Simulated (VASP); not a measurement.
An input for Quantum ESPRESSO's pw.x (written as the equivalent of a VASP run, and not itself run):

```
&CONTROL
  calculation = 'scf'
  pseudo_dir = './pseudo'
  outdir = './out'
  tprnfor = .true.
  tstress = .true.
/
&SYSTEM
  ibrav = 0
  nat = 3
  ntyp = 1
  ecutwfc = 82.3
  occupations = 'smearing'
  smearing = 'gaussian'
  degauss = 0.003675
  input_dft = 'pbe'
/
&ELECTRONS
  conv_thr = 7.3e-08
  electron_maxstep = 100
/
ATOMIC_SPECIES
  Te 127.600 Te.upf
CELL_PARAMETERS angstrom
     2.2300000   -3.8624730    0.0000000
     2.2300000    3.8624730    0.0000000
     0.0000000    0.0000000    5.9300000
ATOMIC_POSITIONS crystal
  Te   0.0000000  0.2630000  0.6666670
  Te   0.7370000  0.7370000  0.0000000
  Te   0.2630000  0.0000000  0.3333330
K_POINTS automatic
  6 6 4 0 0 0
```

Q: Translate this input to VASP (INCAR, KPOINTS, POSCAR, choice of POTCAR).

A: Several could match; the one computed here: 
**INCAR**
```
! general
SYSTEM  = Te
PREC    = Low
ENCUT   = 400
LREAL   = F
LASPH   = T

! electronic loop
EDIFF   = 1E-6
NELM    = 100
ALGO    = Normal
LMAXMIX = 4

! smearing
ISMEAR  = 0
SIGMA   = 0.05

! functional
GGA     = PE

! ions
ISIF    = 2

! output
LWAVE   = F
LCHARG  = F
```

KPOINTS:
```
Automatic
0
gamma
6 6 4
```

POSCAR:
```
Te
1
    2.2300000000    -3.8624730000     0.0000000000
    2.2300000000     3.8624730000     0.0000000000
    0.0000000000     0.0000000000     5.9300000000
Te
3
Direct
  0.0000000000   0.2630000000   0.6666670000
  0.7370000000   0.7370000000   0.0000000000
  0.2630000000   0.0000000000   0.3333330000
```

POTCAR, in this order: Te (PBE.64 set). Program: vasp_std.

The two are equivalent in intent, not identical: the potentials are each code's own (VASP's PAW set, PseudoDojo norm-conserving files in pw.x), so ENCUT and ecutwfc are chosen apart and not converted; conv_thr bounds pw.x's estimated SCF error, while EDIFF bounds the energy change between steps.

The compound is Te in the trig structure. The cell was not relaxed at this level. The run is one of a series of settings (PREC = Low against the base run), some of them coarse on purpose.
